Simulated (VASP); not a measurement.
VASP ran on this input.

**POSCAR**
```
AgF
5.3127310
  0.0000000000   0.5000000029   0.5000000029
  0.5000000029   0.0000000000   0.5000000029
  0.5000000029   0.5000000029   0.0000000000
Ag F
1 1
Cart
  1.0000000057   1.0000000057   1.0000000057
  0.2500000014   0.2500000014   0.2500000014
```

KPOINTS:
```
Automatic mesh
0
Gamma
 13 13 13
0 0 0
```

**INCAR**
```
SYSTEM=AgF
PREC=Accurate; ENCUT=520; LREAL=.FALSE.
LASPH=.TRUE.
EDIFF=1E-7; NELM=100; ALGO=Normal
LMAXMIX=4
ISMEAR=-5
GGA=PS
ISIF=2
LWAVE=.FALSE.; LCHARG=.TRUE.; LORBIT=11
NEDOS=601
```

POTCAR, in this order: Ag F (PBE.64 set). Program: vasp_std.

### Question
Write an equivalent input for Ansatz.

### Answer
One equivalent input (not run):
Ansatz 0.2 input:
```yaml
crystal:
  lattice:
    - [0.0000000, 2.6563655, 2.6563655]
    - [2.6563655, 0.0000000, 2.6563655]
    - [2.6563655, 2.6563655, 0.0000000]
  atoms:
    - { symbol: Ag, position: [1.0000000, 1.0000000, 1.0000000] }
    - { symbol: F, position: [0.2500000, 0.2500000, 0.2500000] }
kpoints:
  mp_grid: { grid: [13, 13, 13] }
hamiltonian:
  xc: pbesol
  pseudopotentials: { kind: paw }
scf:
  occupations: { method: tetrahedron }
  max_iter: 100
output: { forces: true, stress: true, eigenvalues: true }
```
Limits of the translation: each code has its own PAW files, so the cut-off isn't converted (ENCUT is set for VASP's; basis.ecutwfc is left out, and Ansatz then takes the one that its files recommend); Ansatz stops its SCF on the density residual and VASP on the energy change (EDIFF).

The structure was generated: AgF was put into the zinc blende type (F-43m), which need not be its known phase. It was relaxed first, which changed the volume by +48 %.
